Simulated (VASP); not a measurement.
# MgCdSeS: structure and properties in VASP, part 4 of 8

Aim: relax MgCdSeS, then compute properties on the relaxed cell. The cell is invented: it takes the structure of a Materials Project entry for ZnCdSeS (space group 156 there), with some of its atoms replaced by other elements, volume scaled by an estimate. It may not be a known or stable phase.

VASP 6.6.1, plane waves and PAW; the level of theory is named at each step.

So far, least gap on mesh and path (eV): step 5 (bands along the symmetry lines (PBE + D3(BJ))) 1.46. The relaxed cell has a = 4.148, c = 6.786 Å (conventional setting).

## Step 7: Band structure (PBE + D3(BJ) + SOC)

This step: PBE with D3(BJ), spin-orbit coupling; plane waves and PAW (Cd, Se, S, Mg); invented cell (VASP 6.6.1).

Levels along the symmetry lines show where the bands peak and cross; KPOINTS_OPT computes them in the converged potential. Spin-orbit coupling needs spinors and the noncollinear program, where each band holds one electron.

File INCAR:

```
SYSTEM = MgCdSeS
PREC = Accurate
ENCUT = 400
EDIFF = 1E-06
NELM = 100
ISMEAR = -1
SIGMA = 0.05
LREAL = .FALSE.
ALGO = Normal
GGA = PE
IVDW = 12
LNONCOLLINEAR = .TRUE.
MAGMOM = 0 0 0 0 0 0 0 0 0 0 0 0
NBANDS = 38
GGA_COMPAT = .FALSE.
LASPH = .TRUE.
LSORBIT = .TRUE.
LORBIT = 11
LWAVE = .FALSE.
LCHARG = .FALSE.
KPAR = 2
```

File POSCAR:

```
MgCdSeS
1.0
    4.1477180915     -0.0000000035      0.0000000000
   -2.0738595516      3.5920294095      0.0000000000
    0.0000000000      0.0000000000      6.7863525304
Cd Se S Mg
1 1 1 1
Direct
    0.0000000000      0.0000000000      0.5157483855
    0.3333333300      0.6666666700      0.3624382654
    0.0000000000      0.0000000000      0.8895062893
    0.3333333300      0.6666666700      0.9843070599
```

File KPOINTS:

```
Automatic mesh
0
Gamma
5 5 3
0 0 0
```

File KPOINTS_OPT:

```
Line mode
16
Line-mode
Reciprocal
  0.00000000   0.00000000   0.00000000 GAMMA
  0.50000000   0.00000000   0.00000000 M

  0.50000000   0.00000000   0.00000000 M
  0.33333333   0.33333333   0.00000000 K

  0.33333333   0.33333333   0.00000000 K
  0.00000000   0.00000000   0.00000000 GAMMA

  0.00000000   0.00000000   0.00000000 GAMMA
  0.00000000   0.00000000   0.50000000 A

  0.00000000   0.00000000   0.50000000 A
  0.50000000   0.00000000   0.50000000 L

  0.50000000   0.00000000   0.50000000 L
  0.33333333   0.33333333   0.50000000 H

  0.33333333   0.33333333   0.50000000 H
  0.00000000   0.00000000   0.50000000 A

  0.50000000   0.00000000   0.50000000 L
  0.50000000   0.00000000   0.00000000 M

  0.33333333   0.33333333   0.00000000 K
  0.33333333   0.33333333   0.50000000 H
```

The projector-augmented-wave data sets are Cd, Se, S and Mg (PBE family, release 64).

Run with:

```sh
$ mpirun -np 2 vasp_ncl
```

Output:

```text
[... set-up lines as in an earlier step ...]
 entering main loop
       N       E                     dE             d eps       ncg     rms          rms(c)
DAV:   1     0.132325055550E+03    0.13233E+03   -0.97791E+03  1596   0.961E+02
DAV:   2    -0.524059322227E+01   -0.13757E+03   -0.13250E+03  1870   0.246E+02
DAV:   3    -0.146623676261E+02   -0.94218E+01   -0.93699E+01  1934   0.631E+01
DAV:   4    -0.147671902124E+02   -0.10482E+00   -0.10472E+00  1922   0.692E+00
DAV:   5    -0.147687319793E+02   -0.15418E-02   -0.15417E-02  1860   0.824E-01    0.797E+00
DAV:   6    -0.138402963497E+02    0.92844E+00   -0.16027E+00  1904   0.129E+01    0.642E+00
DAV:   7    -0.138060536524E+02    0.34243E-01   -0.72225E-01  1862   0.484E+00    0.327E+00
DAV:   8    -0.138103840525E+02   -0.43304E-02   -0.57235E-02  1704   0.267E+00    0.821E-01
DAV:   9    -0.138108041713E+02   -0.42012E-03   -0.67033E-03  1840   0.961E-01    0.369E-01
DAV:  10    -0.138113924663E+02   -0.58829E-03   -0.14555E-03  1916   0.282E-01    0.856E-02
DAV:  11    -0.138116999313E+02   -0.30747E-03   -0.38787E-04  1704   0.209E-01    0.594E-02
DAV:  12    -0.138118658137E+02   -0.16588E-03   -0.20737E-04  1712   0.103E-01    0.191E-02
DAV:  13    -0.138118773010E+02   -0.11487E-04   -0.17306E-05  1994   0.305E-02    0.916E-03
DAV:  14    -0.138118794436E+02   -0.21426E-05   -0.40318E-06  1764   0.114E-02    0.609E-03
DAV:  15    -0.138118798239E+02   -0.38030E-06   -0.44566E-07  1408   0.504E-03
   1 F= -.14993920E+02 E0= -.14993920E+02  d E =-.774325E-07  mag=    -0.0000     0.0000    -0.0000
 Start KPOINTS_OPT (optional k-point list driver)
k-point batch [1-21\144]
       N       E                     dE             ncg
DAV:   1     0.725026375469E+03   -0.71239E+04     1596
DAV:   2    -0.209817676904E+04   -0.28232E+04     1880
DAV:   3    -0.227940716539E+04   -0.18123E+03     1936
DAV:   4    -0.228138944468E+04   -0.19823E+01     1944
DAV:   5    -0.228141912372E+04   -0.29679E-01     1868
DAV:   6    -0.228141991509E+04   -0.79137E-03     1960
DAV:   7    -0.228141994137E+04   -0.26278E-04     1880
DAV:   8    -0.228141994228E+04   -0.91149E-06     1448
[...]
k-point batch [127-144\144]
       N       E                     dE             ncg
DAV:   1     0.230926690125E+04   -0.12663E+05     1376
DAV:   2     0.227123796171E+02   -0.22866E+04     1526
DAV:   3    -0.118177452777E+03   -0.14089E+03     1720
DAV:   4    -0.119611923728E+03   -0.14345E+01     1650
DAV:   5    -0.119630186400E+03   -0.18263E-01     1594
DAV:   6    -0.119630609175E+03   -0.42277E-03     1666
DAV:   7    -0.119630620952E+03   -0.11777E-04     1612
DAV:   8    -0.119630621255E+03   -0.30217E-06     1154
```

Elapsed: 6.9 min, on 2 MPI ranks of AMD EPYC 7R43, shared host; peak memory 0.74 GiB; 13 min of CPU time.

OUTCAR, selected parts (step 7):

```text
   k-points           NKPTS =     21   k-points in BZ     NKDIM =     21   number of bands    NBANDS=     38

   NELECT =      26.0000    total number of electrons

 E-fermi :   2.3649

 k-point     1 :       0.0000    0.0000    0.0000
  band No.  band energies     occupation
    ...
     22       0.9596      1.00000
     23       1.4791      1.00000
     24       1.4791      1.00000
     25       1.6833      1.00000
     26       1.6833      1.00000
     27       3.0214      0.00000
     28       3.0214      0.00000
     29       4.7278      0.00000
     30       4.7278      0.00000
     31       7.7061      0.00000
    ...

 Edisp (eV)   -1.18204

  Total       0.02082     0.02082    -0.05367    -0.00000    -0.00000     0.00000
  in kB       0.32995     0.32995    -0.85039    -0.00000    -0.00000     0.00000
  external pressure =       -0.06 kB  Pullay stress =        0.00 kB

 POSITION                                       TOTAL-FORCE (eV/Angst)
 -----------------------------------------------------------------------------------
      0.00000      0.00000      3.50005         0.000000     -0.000000      0.006365
     -0.00000      2.39469      2.45963        -0.000000      0.000000     -0.003683
      0.00000      0.00000      6.03650         0.000000     -0.000000      0.005266
     -0.00000      2.39469      6.67985        -0.000000      0.000000     -0.007949
 -----------------------------------------------------------------------------------
    total drift:                                0.000014     -0.000001      0.000028

  FREE ENERGIE OF THE ION-ELECTRON SYSTEM (eV)
  ---------------------------------------------------
  free  energy   TOTEN  =       -14.9939204080 eV

  energy  without entropy=      -14.9939203306  energy(sigma->0) =      -14.99392037

 Spin-Orbit-Coupling matrix elements
 Ion:    1  E_soc:     -0.0588082
 Ion:    2  E_soc:     -0.0378040
 Ion:    3  E_soc:     -0.0018078
 Ion:    4  E_soc:     -0.0000499

 magnetization (x)
# of ion       s       p       d       tot
------------------------------------------
    1        0.000   0.000   0.000   0.000
    2        0.000   0.000   0.000   0.000
    3        0.000   0.000   0.000   0.000
    4        0.000   0.000   0.000   0.000
--------------------------------------------------
tot          0.000   0.000   0.000   0.000

 magnetization (y)
# of ion       s       p       d       tot
------------------------------------------
    1        0.000  -0.000  -0.000   0.000
    2        0.000  -0.000  -0.000  -0.000
    3       -0.000  -0.000   0.000  -0.000
    4        0.000   0.000   0.000   0.000
--------------------------------------------------
tot          0.000  -0.000  -0.000  -0.000

 magnetization (z)
# of ion       s       p       d       tot
------------------------------------------
    1        0.000  -0.000   0.000  -0.000
    2       -0.000   0.000   0.000  -0.000
    3       -0.000  -0.000   0.000  -0.000
    4        0.000  -0.000  -0.000   0.000
--------------------------------------------------
tot         -0.000  -0.000   0.000  -0.000

[... 6 parts as in an earlier step ...]

[... 10 further parts left out ...]
```

LASPH is switched on together with spin-orbit coupling, so the change from the scalar run holds both.

Numbers from this step:

- SCF cycles: 15
- bands: 38
- irreducible k-points: 21
- free energy (TOTEN): -14.99 eV
- Fermi energy: 2.365 eV
- pressure: -0.006350 GPa
- least gap on mesh and path: 1.338 eV
- least direct gap on mesh and path: 1.338 eV

On-site spin-orbit energy by atom:

| atom | on-site spin-orbit energy (eV) |
| --- | --- |
| Cd1 | -0.0588 |
| Se2 | -0.0378 |
| S3 | -0.0018 |
| Mg4 | 0.0000 |

The electronic bands at the labelled points (eV, zero at the valence-band top; v1 is the highest filled band, c1 the lowest empty one):

| point | v4 | v3 | v2 | v1 | c1 | c2 | c3 | c4 |
| --- | --- | --- | --- | --- | --- | --- | --- | --- |
| Γ | -0.20 | -0.20 | 0.00 | 0.00 | 1.34 | 1.34 | 3.04 | 3.04 |
| 0.47 of the way | -0.98 | -0.92 | -0.50 | -0.49 | 2.88 | 2.92 | 3.93 | 3.95 |
| M | -1.79 | -1.79 | -0.92 | -0.92 | 3.38 | 3.38 | 3.66 | 3.66 |
| 0.53 of the way | -1.91 | -1.87 | -1.55 | -1.50 | 3.91 | 3.96 | 4.37 | 4.43 |
| K | -2.11 | -2.06 | -1.94 | -1.93 | 3.73 | 3.79 | 4.82 | 4.94 |
| 0.47 of the way | -1.25 | -1.23 | -0.94 | -0.92 | 3.56 | 3.60 | 4.62 | 4.66 |
| Γ | -0.20 | -0.20 | 0.00 | 0.00 | 1.34 | 1.34 | 3.04 | 3.04 |
| 0.47 of the way | -0.27 | -0.27 | -0.04 | -0.03 | 2.06 | 2.06 | 3.13 | 3.13 |
| A | -0.32 | -0.32 | -0.08 | -0.08 | 2.81 | 2.81 | 3.27 | 3.27 |
| 0.47 of the way | -1.52 | -1.47 | -0.68 | -0.67 | 3.48 | 3.53 | 4.09 | 4.10 |
| L | -1.61 | -1.61 | -1.17 | -1.17 | 2.81 | 2.81 | 3.47 | 3.47 |
| 0.47 of the way | -1.58 | -1.52 | -1.46 | -1.41 | 3.18 | 3.21 | 3.94 | 3.99 |
| H | -1.56 | -1.49 | -1.43 | -1.42 | 3.56 | 3.59 | 4.34 | 4.39 |
| 0.47 of the way | -1.66 | -1.58 | -1.23 | -1.20 | 3.58 | 3.63 | 4.32 | 4.39 |
| A | -0.32 | -0.32 | -0.08 | -0.08 | 2.81 | 2.81 | 3.27 | 3.27 |
| jump to L | -1.61 | -1.61 | -1.17 | -1.17 | 2.81 | 2.81 | 3.47 | 3.47 |
| 0.53 of the way | -1.61 | -1.57 | -1.03 | -1.02 | 2.91 | 2.92 | 3.69 | 3.71 |
| M | -1.79 | -1.79 | -0.92 | -0.92 | 3.38 | 3.38 | 3.66 | 3.66 |
| jump to K | -2.11 | -2.06 | -1.94 | -1.93 | 3.73 | 3.79 | 4.82 | 4.94 |
| 0.47 of the way | -2.05 | -2.00 | -1.76 | -1.73 | 4.14 | 4.19 | 4.24 | 4.31 |
| H | -1.56 | -1.49 | -1.43 | -1.42 | 3.56 | 3.59 | 4.34 | 4.39 |

Of the projections kept (Cd, Se, S, Mg), the largest for each band there; the rest of the weight can lie on other orbitals:

| point | v4 | v3 | v2 | v1 | c1 | c2 | c3 | c4 |
| --- | --- | --- | --- | --- | --- | --- | --- | --- |
| Γ | Se 0.77 | Se 0.77 | Se 0.81 | Se 0.81 | Cd 0.35 | Cd 0.35 | Cd 0.34 | Cd 0.34 |
| M | Se 0.53 | Se 0.53 | Se 0.68 | Se 0.68 | Cd 0.54 | Cd 0.54 | Mg 0.27 | Mg 0.27 |
| K | Se 0.68 | Se 0.77 | Se 0.54 | Se 0.63 | Cd 0.52 | Cd 0.52 | Cd 0.46 | Cd 0.45 |
| Γ | Se 0.77 | Se 0.77 | Se 0.81 | Se 0.81 | Cd 0.35 | Cd 0.35 | Cd 0.34 | Cd 0.34 |
| A | Se 0.82 | Se 0.82 | Se 0.83 | Se 0.83 | Cd 0.47 | Cd 0.47 | Mg 0.40 | Mg 0.40 |
| L | Se 0.46 | Se 0.46 | Se 0.79 | Se 0.79 | Cd 0.51 | Cd 0.51 | Cd 0.42 | Cd 0.42 |

The gap moves by -0.12 eV against PBE with D3(BJ), which ran on another mesh.

(Continued in part 5 of 8.)

[Lines on the potential files, build, host, timing and source positions are cut from VASP's logs without a mark.]

[Logs are printed without paths, hosts, clocks, repeated set-up lines and the standing remarks that a program may print on its own settings, such as how far it seeks lower states.]

[Hosts, paths, dates, database ids (printed as entryN), source tags and the programs' standing remarks are cut or masked in the printed files.]

[A measured line is paired with the nearest computed mode of its activity, which favours agreement.]
